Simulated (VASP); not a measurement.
CuZn (CsCl type) is relaxed at rising pressure, each step from the one before. Symmetry mostly holds the structure type, and other phases were not tried. The mesh follows the cell, and a change of mesh leaves a small step in the series.

Space group Pm-3m (No. 221); a = b = c = 2.8751 Å, α = β = γ = 90.00°

```json
[
 {"atom": "Zn", "site": "1b", "symmetry": "m-3m", "x": "0.5000", "y": "0.5000", "z": "0.5000"},
 {"atom": "Cu", "site": "1a", "symmetry": "m-3m", "x": "0.0000", "y": "0.0000", "z": "0.0000"}
]
```

All values below come from LDA (Ceperley-Alder, Perdew-Zunger), VASP's LDA PAW potentials (set 64) (plane waves; VASP). Numerical set-up: 500 eV cut-off, 13×13×13 Γ-centred mesh, first-order Methfessel-Paxton smearing of 0.10 eV, potentials Zn Cu.

| P (GPa) | V (Å³/atom) | H − H(0) (eV/atom) | space group | gap on the mesh (eV) | k-mesh |
|---|---|---|---|---|---|
| 0 | 11.88 | 0.000 | Pm-3m | 0.00 | 13×13×13 |
| 5 | [?] | [?] | Pm-3m | 0.00 | 13×13×13 |
| 10 | 11.23 | 0.721 | Pm-3m | 0.00 | 13×13×13 |
| 20 | [?] | [?] | Pm-3m | 0.00 | 13×13×13 |
| 30 | 10.35 | 2.063 | Pm-3m | 0.00 | 13×13×13 |
| 45 | 9.87 | 3.009 | Pm-3m | 0.00 | 13×13×13 |

### Question
Complete the blanks.

### Answer

- 5, V (Å³/atom): 11.53
- 5, H − H(0) (eV/atom): 0.365
- 20, V (Å³/atom): 10.74
- 20, H − H(0) (eV/atom): 1.406

Pressures at which the relaxation failed are left out.

The compound is CuZn in the CsCl type structure. The electron count is odd and the run is not spin-polarised, which forces a metal.
